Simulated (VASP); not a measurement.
Input:

```xyz
5
Lattice="4.8692 0.0000 0.0000 -2.4346 4.2168 0.0000 0.0000 0.0000 7.5869" Properties=species:S:1:pos:R:3 pbc="T T T"
Er     0.0000     2.8112     1.8717
Er     2.4346     1.4056     5.7152
Te     0.0000     0.0000     0.0000
Te     0.0000     2.8112     4.9087
Te     2.4346     1.4056     2.6782
```

All values below come from PBE GGA with D3 dispersion (Becke-Johnson damping), VASP's PBE PAW potentials (set 64) (plane waves; VASP). Settings: 400 eV cut-off, 5×5×3 Γ-centred mesh, Gaussian smearing of 0.050 eV, potentials Er_3 Te.

The 4f electrons are frozen in the core of the lanthanide potential, so 4f levels, which can set the real gap, and their magnetism are missing.

Question: Give the force on each atom (eV/Å).

Answer: 
```json
[
 {"atom": "Er1", "Fx": "0.000", "Fy": "0.000", "Fz": "-0.715"},
 {"atom": "Er2", "Fx": "0.000", "Fy": "0.000", "Fz": "0.715"},
 {"atom": "Te3", "Fx": "0.000", "Fy": "0.000", "Fz": "0.000"},
 {"atom": "Te4", "Fx": "0.000", "Fy": "0.000", "Fz": "-0.082"},
 {"atom": "Te5", "Fx": "0.000", "Fy": "0.000", "Fz": "0.082"}
]
```

Question: Give the stress tensor in GPa (positive for a compressed cell).

Answer: 
```
1.43  0.00  0.00
0.00  1.43  0.00
0.00  0.00  2.69
```
The pressure is its mean diagonal, 1.85 GPa.

The structure was generated: Er2Te3 was put into the A-La2O3 type (P-3m1), which need not be its known phase. The cell was not relaxed at this level. The run is one of a series of settings (IVDW = 12 against the base run), some of them coarse on purpose.
